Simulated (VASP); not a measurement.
VASP input:

KPOINTS:
```
kpoints
0
gamma
5 6 6
```

### INCAR
```
SYSTEM  =  GaN
PREC  =  Accurate; ENCUT  =  520; LREAL  =  F
LASPH  =  T
EDIFF  =  1E-6; NELM  =  100; ALGO  =  Normal
LMAXMIX  =  4
ISMEAR  =  0; SIGMA  =  0.05
GGA  =  PS
IBRION  =  2; NSW  =  60; ISIF  =  3
EDIFFG  =  -0.02
LWAVE  =  F; LCHARG  =  F
```

**POSCAR**
```
GaN
1.0
  4.4956187073   0.0000000000   0.0000000000
  0.0000000000   3.1799454243   0.0000000000
  0.0000000000   0.0000000000   3.1799454243
Ga N
2 2
Cart
  0.0000000000   0.0000000000   0.0000000000
  2.2478093537   1.5899727122   1.5899727122
  1.1239046768   0.0000000000   1.5899727122
  3.3717140305   1.5899727122   0.0000000000
```

POTCAR, in this order: Ga_d N (PBE.64 set). Program: vasp_std.

Question: Write an equivalent input for Ansatz.

Answer: One equivalent input (not run):
Ansatz 0.2 input:
```yaml
crystal:
  lattice:
    - [4.4956187, 0.0000000, 0.0000000]
    - [0.0000000, 3.1799454, 0.0000000]
    - [0.0000000, 0.0000000, 3.1799454]
  atoms:
    - { symbol: Ga, position: [0.0000000, 0.0000000, 0.0000000] }
    - { symbol: Ga, position: [0.5000000, 0.5000000, 0.5000000] }
    - { symbol: N, position: [0.2500000, 0.0000000, 0.5000000] }
    - { symbol: N, position: [0.7500000, 0.5000000, 0.0000000] }
kpoints:
  mp_grid: { grid: [5, 6, 6] }
hamiltonian:
  xc: pbesol
  pseudopotentials: { kind: paw }
scf:
  occupations: { method: gaussian, width: 0.05 }
  max_iter: 100
relax:
  max_steps: 60
  f_tol: 0.02
  cell: {}
output: { forces: true, stress: true, eigenvalues: true }
```
The two are equivalent in intent, not identical: each code has its own PAW files, so the cut-off isn't converted (ENCUT is set for VASP's; basis.ecutwfc is left out, and Ansatz then takes the one that its files recommend); Ansatz stops its SCF on the density residual and VASP on the energy change (EDIFF).

The compound is GaN in the zinc blende structure, a metastable form; wurtzite is the usual one. It was relaxed first. The start is the result of an earlier pass.
